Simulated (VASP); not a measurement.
Calculation: LDA (Ceperley-Alder, Perdew-Zunger), VASP's LDA PAW potentials (set 64) (plane waves; VASP).

The input files of a VASP run:

File POSCAR:
```
NiO
4.9611910
  0.8173423920   0.4074010579   0.4074010579
  0.4074010579   0.8173423920   0.4074010579
  0.4074010579   0.4074010579   0.8173423920
Ni O
2 2
direct
  0.0000000000   1.0000000000   1.0000000000
  0.5000000000   0.5000000000   0.5000000000
  0.2500000000   0.2500000000   0.2500000000
  0.7500000000   0.7500000000   0.7500000000
```

### INCAR
```
ALGO=Normal
EDIFF=1E-7
ENCUT=520
ICHARG=11
ISMEAR=0
ISPIN=2
LASPH=T
LCHARG=F
LMAXMIX=4
LORBIT=11
LREAL=F
LWAVE=F
MAGMOM=1.1 -1.1 0.0 0.0
NELM=100
PREC=Accurate
SIGMA=0.05
SYSTEM=NiO
```

KPOINTS:
```
k-points along high-symmetry lines
12
Line-mode
Reciprocal
  0.000000   0.000000   0.000000 ! GAMMA
  0.500000   0.500000   0.500000 ! T

  0.500000   0.500000   0.500000 ! T
  0.812500   0.187500   0.500000 ! H_2

  0.500000  -0.187500   0.187500 ! H_0
  0.500000  -0.000000  -0.000000 ! L

  0.500000  -0.000000  -0.000000 ! L
  0.000000   0.000000   0.000000 ! GAMMA

  0.000000   0.000000   0.000000 ! GAMMA
  0.343750  -0.343750   0.000000 ! S_0

  0.656250   0.000000   0.343750 ! S_2
  0.500000   0.000000   0.500000 ! F

  0.500000   0.000000   0.500000 ! F
  0.000000   0.000000   0.000000 ! GAMMA
```

POTCAR, in this order: Ni O (LDA.64 set). Program: vasp_std. Read from the step before: CHGCAR.

The resulting files:

### OUTCAR
```
 ion  position               nearest neighbor table
   1  0.000  0.000  0.000-   4 2.03   4 2.03   3 2.03   3 2.03   4 2.03   3 2.03   2 2.87   2 2.87
                             2 2.87   2 2.87   2 2.87   2 2.87
   2  0.500  0.500  0.500-   3 2.03   3 2.03   4 2.03   4 2.03   3 2.03   4 2.03   1 2.87   1 2.87
                             1 2.87   1 2.87   1 2.87   1 2.87
   3  0.250  0.250  0.250-   1 2.03   1 2.03   2 2.03   2 2.03   1 2.03   2 2.03
   4  0.750  0.750  0.750-   2 2.03   2 2.03   1 2.03   1 2.03   2 2.03   1 2.03
  LATTYP: Found a trigonal (rhomboedric) cell.
 ALAT       =     4.9611905778
 COS(alpha) =     0.8319480740
 Subroutine PRICEL returns following result:
  LATTYP: Found a trigonal (rhomboedric) cell.
 ALAT       =     2.8673190666
 COS(alpha) =     0.4968896294
 Subroutine GETGRP returns: Found 12 space group operations
The static configuration has the point symmetry D_3d.
The dynamic configuration has the point symmetry D_3d.
The overall configuration has the point symmetry D_3d.
 Subroutine INISYM returns: Found 12 space group operations
   k-points           NKPTS =     84   k-points in BZ     NKDIM =     84   number of bands    NBANDS=     20
   number of dos      NEDOS =    301   number of ions     NIONS =      4
   total plane-waves  NPLWV =  64000
   dimension x,y,z NGX =    40 NGY =   40 NGZ =   40
   dimension x,y,z NGXF=    80 NGYF=   80 NGZF=   80
   ions per type =               2   2
...
```

File OSZICAR:
```
       N       E                     dE             d eps       ncg     rms          rms(c)
DAV:   1     0.232491397655E+03    0.23249E+03   -0.15870E+04  6904   0.217E+03
DAV:   2    -0.288912874704E+01   -0.23538E+03   -0.22247E+03  6996   0.411E+02
DAV:   3    -0.256328190533E+02   -0.22744E+02   -0.21450E+02  7468   0.142E+02
DAV:   4    -0.262990545418E+02   -0.66624E+00   -0.66300E+00  7448   0.247E+01
DAV:   5    -0.263170666185E+02   -0.18012E-01   -0.18007E-01  8260   0.393E+00
DAV:   6    -0.263177973686E+02   -0.73075E-03   -0.73072E-03  8352   0.701E-01
DAV:   7    -0.263178295424E+02   -0.32174E-04   -0.32174E-04  9080   0.123E-01
DAV:   8    -0.263178304245E+02   -0.88209E-06   -0.88209E-06  7104   0.150E-02
DAV:   9    -0.263178304552E+02   -0.30772E-07   -0.30765E-07  4924   0.238E-03
   1 F= -.26317830E+02 E0= -.26317830E+02  d E =-.353389E-12  mag=    -0.0000
```

File OUTCAR:
```



 magnetization (x)

# of ion       s       p       d       tot
------------------------------------------
    1       -0.006  -0.014   1.030   1.010
    2        0.006   0.014  -1.030  -1.010
    3        0.000   0.000   0.000   0.000
    4        0.000   0.000   0.000   0.000
--------------------------------------------------
tot          0.000   0.000   0.000   0.000
```
(Selected blocks of OUTCAR.)

File OUTCAR:
```
 val. band max:        8.4906604239   @ k =   0.2273   0.0000   0.2273

 cond. band min:       9.1259212710   @ k =   0.2500  -0.2500   0.0000



 spin component 1

 k-point     1 :       0.0000    0.0000    0.0000
  band No.  band energies     occupation
      1     -12.0297      1.00000
      2     -10.3058      1.00000
      3      -0.1252      1.00000
      4       2.7414      1.00000
      5       2.7414      1.00000
      6       5.5392      1.00000
      7       5.5392      1.00000
      8       5.5851      1.00000
      9       6.4483      1.00000
     10       6.4483      1.00000
     11       6.5192      1.00000
     12       6.7445      1.00000
     13       6.7445      1.00000
     14       7.7239      1.00000
     15       7.7240      1.00000
     16       8.1182      1.00000
     17      10.3401      0.00000
     18      10.3401      0.00000
     19      11.0532      0.00000
     20      14.5726      0.00000

 k-point     2 :       0.0455    0.0455    0.0455
  band No.  band energies     occupation
      1     -12.0225      1.00000
      2     -10.3169      1.00000
      3      -0.1021      1.00000
      4       2.7490      1.00000
      5       2.7490      1.00000
      6       5.4906      1.00000
      7       5.4906      1.00000
      8       5.5188      1.00000
      9       6.4522      1.00000
     10       6.4522      1.00000
     11       6.5465      1.00000
     12       6.7944      1.00000
     13       6.7945      1.00000
     14       7.7202      1.00000
     15       7.7202      1.00000
     16       8.1100      1.00000
     17      10.3290      0.00000
     18      10.3291      0.00000
     19      11.0920      0.00000
     20      14.5771      0.00000

 k-point     3 :       0.0909    0.0909    0.0909
  band No.  band energies     occupation
      1     -12.0009      1.00000
      2     -10.3498      1.00000
      3      -0.0333      1.00000
      4       2.7717      1.00000
...
```

The density is held fixed in this step, so its total energy and stress have no physical meaning.

The compound is NiO in the rock salt, AFM-II order structure. It was relaxed first, which changed the volume by -8 %.
